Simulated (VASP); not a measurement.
Data:

```
CELL_PARAMETERS angstrom
      1.78400    -3.06549     0.00000
      1.78400     3.06549     0.00000
      0.00000     0.00000     5.83123
ATOMIC_POSITIONS crystal
  Gd 0.33333 0.66667 0.25000
  Gd 0.69204 0.35870 0.75000
```

All values below come from PBE GGA, VASP's PBE PAW potentials (set 64) (plane waves; VASP). Numerical set-up: EDIFF = 1E-3, 400 eV cut-off, 11×11×6 Γ-centred mesh, first-order Methfessel-Paxton smearing of 0.10 eV, potentials Gd_3.

The 4f electrons are frozen in the core of the lanthanide potential, so 4f levels, which can set the real gap, and their magnetism are missing.

**Question.** Give the force on each atom (eV/Å).

**Answer.** 
| atom | Fx | Fy | Fz |
|---|---|---|---|
| Gd1 | 0.066 | 0.012 | 0.000 |
| Gd2 | -0.066 | -0.012 | 0.000 |

**Question.** Give the stress tensor in GPa (positive for a compressed cell).

**Answer.** 
```
 1.81  -0.28   0.00
-0.28   2.28   0.00
 0.00   0.00   0.19
```
The pressure is its mean diagonal, 1.43 GPa.

The compound is Gd in the hcp structure. The cell was not relaxed at this level, atoms are displaced from their ideal sites. The run is one of a series of settings (EDIFF = 1E-3 against the base run), some of them coarse on purpose.
